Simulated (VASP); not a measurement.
A convergence study with VASP on GaN (zinc blende): one setting is varied, all else stays as given below, so the limit is that of these other settings.

```xyz
2
Lattice="0.0000 2.2600 2.2600 2.2600 0.0000 2.2600 2.2600 2.2600 0.0000" Properties=species:S:1:pos:R:3 pbc="T T T"
Ga     0.0000     0.0000     0.0000
N      1.1300     1.1300     1.1300
```

Method: LDA (Ceperley-Alder, Perdew-Zunger), VASP's LDA PAW potentials (set 64) (plane waves; VASP). The tightest run used: 700 eV cut-off, 19×19×19 Γ-centred mesh, Gaussian smearing of 0.050 eV, potentials Ga_d N.

The settings run are 1×1×1 mesh; 2×2×2 mesh; 3×3×3 mesh; 4×4×4 mesh; 5×5×5 mesh; 6×6×6 mesh; 7×7×7 mesh; 9×9×9 mesh; 10×10×10 mesh; 11×11×11 mesh; 12×12×12 mesh; 13×13×13 mesh; 14×14×14 mesh; 15×15×15 mesh; 16×16×16 mesh; 17×17×17 mesh; 18×18×18 mesh; 19×19×19 mesh. From which on does the energy per atom stay within 0.01 eV/atom of the tightest run?

From 5×5×5 mesh on: it is off by 0.0083 there and by no more than 0.01 in any finer run, while 4×4×4 mesh is off by 0.0328.
```
setting        E (eV/atom)  pressure (GPa)  irreducible k-points  difference judged (eV/atom)
-------------  -----------  --------------  --------------------  ---------------------------
1×1×1 mesh          1.3355           50.49                     1                       8.2992
2×2×2 mesh         -6.0885           -3.99                     3                       0.8752
3×3×3 mesh         -6.8122           -6.88                     4                       0.1516
4×4×4 mesh         -6.9309           -7.25                     8                       0.0328
5×5×5 mesh         -6.9555           -7.22                    10                       0.0083
6×6×6 mesh         -6.9614           -7.19                    16                       0.0024
7×7×7 mesh         -6.9630           -7.17                    20                       0.0008
9×9×9 mesh         -6.9637           -7.15                    35                       0.0001
10×10×10 mesh      -6.9637           -7.15                    47                       0.0000
11×11×11 mesh      -6.9637           -7.14                    56                       0.0000
12×12×12 mesh      -6.9637           -7.14                    72                       0.0000
13×13×13 mesh      -6.9637           -7.14                    84                       0.0000
14×14×14 mesh      -6.9637           -7.14                   104                       0.0000
15×15×15 mesh      -6.9637           -7.14                   120                       0.0000
16×16×16 mesh      -6.9637           -7.14                   145                       0.0000
17×17×17 mesh      -6.9637           -7.14                   165                       0.0000
18×18×18 mesh      -6.9637           -7.14                   195                       0.0000
19×19×19 mesh      -6.9637           -7.14                   220                       0.0000
```

Left out are rungs that failed or repeat a setting and relaxations that didn't move; long series are thinned to 24 rows.

The compound is GaN in the zinc blende structure, a metastable form; wurtzite is the usual one. The cell was not relaxed at this level.
